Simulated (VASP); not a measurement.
Input:

```yaml
crystal:
  lattice:
    - [0.00000, 2.46271, 2.46271]
    - [2.46271, 0.00000, 2.46271]
    - [2.46271, 2.46271, 0.00000]
  atoms:
    - { symbol: Gd, position: [0.00000, 0.00000, 0.00000] }
    - { symbol: N, position: [0.50000, 0.50000, 0.50000] }
```

Calculation: PBEsol GGA, VASP's PBE PAW potentials (set 64) (plane waves; VASP). Settings: 520 eV cut-off, 14×14×14 Γ-centred mesh, tetrahedra with Blöchl corrections, potentials Gd_3 N.

The 4f electrons are frozen in the core of the lanthanide potential, so 4f levels, which can set the real gap, and their magnetism are missing.

Task: What does the run give for the energy per atom (σ→0), band gap (on the k-mesh) with the smallest direct gap where there is one?

Result: 
- band gap (on the k-mesh) = none (metal, semimetal or under 0.01 eV)
- energy per atom (σ→0) = -8561 meV/atom

Only differences to runs with the same potentials and settings are physical.

The compound is GdN in the rock salt structure. It was relaxed first.
